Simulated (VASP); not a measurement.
All values below come from LDA (Ceperley-Alder, Perdew-Zunger), VASP's LDA PAW potentials (set 64) (plane waves; VASP).

The input files of a VASP run:

File POSCAR:
```
BaZrO3
1.0
  4.1598020681   0.0000000000   0.0000000000
  0.0000000000   4.1598020681   0.0000000000
  0.0000000000   0.0000000000   4.1598020681
Ba Zr O
1 1 3
direct
  0.0000000000   0.0000000000   0.0000000000
  0.5000000000   0.5000000000   0.5000000000
  0.5000000000   0.0000000000   0.5000000000
  0.0000000000   0.5000000000   0.5000000000
  0.5000000000   0.5000000000   0.0000000000
```

**INCAR**
```
NELM = 100   # most electronic steps
LASPH = .TRUE.
IBRION = 2   # conjugate gradients
EDIFF = 1E-6   # SCF stop (eV)
SYSTEM = BaZrO3
ISMEAR = 0
LWAVE = .FALSE.
LMAXMIX = 4
ENCUT = 520   # plane-wave cut-off (eV)
PREC = Accurate
LCHARG = .FALSE.
ISIF = 3
ALGO = Normal
SIGMA = 0.05
EDIFFG = -0.02   # ionic stop
NSW = 60   # most ionic steps
LREAL = .FALSE.   # projection in real space or not
```

KPOINTS:
```
Automatic mesh
0
Gamma
5 5 5
0 0 0
```

POTCAR, in this order: Ba_sv Zr_sv O (LDA.64 set). Program: vasp_std.

Task: What does the run give for the energy per atom (σ→0)?

Result: 
```
Quantity                        Value
---------------------  --------------
energy per atom (σ→0)  -9.148 eV/atom
```

File OSZICAR:
```
...
DAV:   7    -0.458013511640E+02    0.10121E+00   -0.36008E+00   680   0.109E+01    0.849E+00
DAV:   8    -0.457444630756E+02    0.56888E-01   -0.33769E-01   672   0.442E+00    0.718E-01
DAV:   9    -0.457402916052E+02    0.41715E-02   -0.55753E-02   656   0.133E+00    0.452E-01
DAV:  10    -0.457402092529E+02    0.82352E-04   -0.13395E-02   664   0.100E+00    0.223E-01
DAV:  11    -0.457399029079E+02    0.30635E-03   -0.22098E-03   632   0.409E-01    0.322E-02
DAV:  12    -0.457398972294E+02    0.56785E-05   -0.97100E-05   696   0.731E-02    0.192E-02
DAV:  13    -0.457398977391E+02   -0.50968E-06   -0.31832E-06   560   0.144E-02
   1 F= -.45739898E+02 E0= -.45739898E+02  d E =-.457399E+02
```

The compound is BaZrO3 in the cubic perovskite structure. It was relaxed first. The start is the result of an earlier pass.
